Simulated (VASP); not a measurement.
Energy against volume of NaI (rock salt). Method: PBE GGA with D3 dispersion (zero damping), VASP's PBE PAW potentials (set 64) (plane waves; VASP). Numerical set-up: 520 eV cut-off, 7×7×7 Γ-centred mesh, Gaussian smearing of 0.050 eV, potentials Na_pv I.

```json
[
 {"V (Å³/atom)": "31.961", "E (eV/atom)": "-2.92013"},
 {"V (Å³/atom)": "32.949", "E (eV/atom)": "-2.92172"},
 {"V (Å³/atom)": "33.938", "E (eV/atom)": "-2.92019"},
 {"V (Å³/atom)": "34.926", "E (eV/atom)": "-2.91608"}
]
```

Task: Fit these four points and predict the energy of the run at 30.972 Å³/atom.

Result: A cubic in V^(−2/3), the third-order Birch-Murnaghan form, passes through the four points with V0 = 32.93 Å³/atom and B0 = 17 GPa, and gives -2.9148 eV/atom there. The run gave -2.9147 eV/atom, +0.0 meV/atom from the fit; all five points give B0 = 17 GPa.

The compound is NaI in the rock salt structure. It was relaxed first.
